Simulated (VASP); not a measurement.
Input:

```
Se
1.0
    2.13161    -3.69205     0.00000
    2.13161     3.69205     0.00000
    0.00000     0.00000     5.11862
Se
3
Direct
  0.00000   0.23442   0.66667
  0.76558   0.76558   0.00000
  0.23442   0.00000   0.33333
```

Method: AM05 GGA, VASP's PBE PAW potentials (set 64) (plane waves; VASP). Run with 520 eV cut-off, 6×6×5 Γ-centred mesh, Gaussian smearing of 0.050 eV, potentials Se.

Without a dispersion term in the relaxation, distances and binding between the weakly bound layers, chains or molecules are unreliable, and so is what depends on them.

Problem. The ions and cell shape at fixed volume are relaxed. Which structure does the run end with?

Solution. 
```
Se
1.0
    2.14819    -3.72078     0.00000
    2.14819     3.72078     0.00000
    0.00000     0.00000     5.03988
Se
3
Direct
  0.00000   0.23008   0.66667
  0.76992   0.76992   0.00000
  0.23008   0.00000   0.33333
```
Space group P3_121 (152), at a tolerance of 0.03 Å.

Problem. How much energy does the relaxation gain?

Solution. The energy (σ→0) changes by -3.9 meV/atom, in 6 ionic steps.

The compound is Se in the trig structure. This cell is one point of a volume scan, at 1.03 of the reference volume. Symmetry was kept, so distortions that lower it aren't found.
